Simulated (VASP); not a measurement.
A run of VASP 6.6.1 is set up as follows.

The input INCAR:

```
  ALGO = Fast
  EDIFF = 1E-8
  ENCUT = 520
  GGA = PE
  ISIF = 2
  ISMEAR = -1
  LASPH = T
  LCHARG = F
  LEFG = T
  LREAL = Auto
  LWAVE = F
  NBANDS = 100
  NELM = 60
  PREC = Accurate
  SIGMA = 0.01
```

KPOINTS

```
k-points
0
Gamma
  3 3 3
```

File POSCAR:

```
YB17N18
1.0
    7.4947200000      0.0000000000      0.0000000000
   -3.7473600000      6.4906179144      0.0000000000
    0.0000000000      0.0000000000      6.6357000000
Y B N
1 17 18
Direct
    0.1111111111      0.2222222222      0.2500000000
    0.1111111111      0.5555555556      0.2500000000
    0.1111111111      0.8888888889      0.2500000000
    0.4444444444      0.2222222222      0.2500000000
    0.4444444444      0.5555555556      0.2500000000
    0.4444444444      0.8888888889      0.2500000000
    0.7777777778      0.2222222222      0.2500000000
    0.7777777778      0.5555555556      0.2500000000
    0.7777777778      0.8888888889      0.2500000000
    0.2222222222      0.1111111111      0.7500000000
    0.2222222222      0.4444444444      0.7500000000
    0.2222222222      0.7777777778      0.7500000000
    0.5555555556      0.1111111111      0.7500000000
    0.5555555556      0.4444444444      0.7500000000
    0.5555555556      0.7777777778      0.7500000000
    0.8888888889      0.1111111111      0.7500000000
    0.8888888889      0.4444444444      0.7500000000
    0.8888888889      0.7777777778      0.7500000000
    0.1111111111      0.2222222222      0.7500000000
    0.1111111111      0.5555555556      0.7500000000
    0.1111111111      0.8888888889      0.7500000000
    0.4444444444      0.2222222222      0.7500000000
    0.4444444444      0.5555555556      0.7500000000
    0.4444444444      0.8888888889      0.7500000000
    0.7777777778      0.2222222222      0.7500000000
    0.7777777778      0.5555555556      0.7500000000
    0.7777777778      0.8888888889      0.7500000000
    0.2222222222      0.1111111111      0.2500000000
    0.2222222222      0.4444444444      0.2500000000
    0.2222222222      0.7777777778      0.2500000000
    0.5555555556      0.1111111111      0.2500000000
    0.5555555556      0.4444444444      0.2500000000
    0.5555555556      0.7777777778      0.2500000000
    0.8888888889      0.1111111111      0.2500000000
    0.8888888889      0.4444444444      0.2500000000
    0.8888888889      0.7777777778      0.2500000000
```

Potentials or basis: VASP PAW PBE potentials, release 64 (Y_sv, B, N).

Command:

```console
$ cat potpaw_PBE.64/Y_sv/POTCAR potpaw_PBE.64/B/POTCAR potpaw_PBE.64/N/POTCAR > POTCAR
$ mpirun -np 1 vasp_std > vasp.out
```

Problem. What does it give for the pressure?

Solution. 44.6 GPa.

Problem. What does it give for the largest force?

Solution. 46.878 eV/Å.

Problem. Predict the band gap on the k mesh.

Solution. None (metal or under the smearing width).

Forces in eV/Å, atoms in the order of the input:
```
Y     0.000   0.000   0.000
B    -0.162   1.808   0.000
B     1.485  -1.045   0.000
B     1.647  -0.764   0.000
B     0.162   1.808   0.000
B     0.000   0.000   0.000
B    -1.647  -0.764   0.000
B     0.000   0.000   0.000
B    -1.485  -1.045   0.000
B     0.408  -0.236   0.000
B     0.000   0.471   0.000
B     0.125   0.072   0.000
B     0.000  -0.144   0.000
B     0.057   0.033   0.000
B    -0.125   0.072   0.000
B    -0.408  -0.236   0.000
B    -0.057   0.033   0.000
B     0.000  -0.066   0.000
N     0.000   0.000   0.000
N     0.054  -0.134   0.000
N    -0.089   0.113   0.000
N    -0.142   0.020   0.000
N    -0.054  -0.134   0.000
N     0.000   0.000   0.000
N     0.142   0.020   0.000
N     0.000   0.000   0.000
N     0.089   0.113   0.000
N    40.598 -23.439   0.000
N     0.000  46.878   0.000
N    -0.400  -0.231   0.000
N     0.000   0.462   0.000
N    -0.016  -0.009   0.000
N     0.400  -0.231   0.000
N   -40.598 -23.439   0.000
N     0.016  -0.009   0.000
N     0.000   0.018   0.000
```

Caveat: a pressure of tens of GPa on the cell as given is suspect, and the run, the potentials or the cell itself is likely at fault.
